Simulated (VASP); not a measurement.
Here is the system:

```
ZrB2
1.0
    1.54194    -2.74072     0.00000
    1.54194     2.74072     0.00000
    0.00000     0.00000     3.48581
Zr B
1 2
Direct
  0.00000   0.00000   0.00000
  0.33333   0.66667   0.50000
  0.69583   0.36250   0.50000
```

These are PBE GGA, VASP's PBE PAW potentials (set 64) (plane waves; VASP 6.6.1) values and carry that method's errors. Numerical set-up: EDIFF = 1E-4, 520 eV cut-off, 10×10×8 Γ-centred mesh, first-order Methfessel-Paxton smearing of 0.10 eV, potentials Zr_sv B.

Q: Estimate the energy per atom (σ→0), pressure, largest force, band gap (on the k-mesh) with the smallest direct gap where there is one.

A: 
The band gap (on the k-mesh) is none (metal, semimetal or under 0.01 eV), the energy per atom (σ→0) is -8.277 eV/atom and the pressure comes out as 13.09 GPa. The largest force comes out as 0.03187 Ha/bohr.

Total energies compare only between runs with the same potentials, cut-off and functional.

The compound is ZrB2 in the AlB2 type structure. The cell was not relaxed at this level, atoms are displaced from their ideal sites. The run is one of a series of settings (EDIFF = 1E-4 against the base run), some of them coarse on purpose.
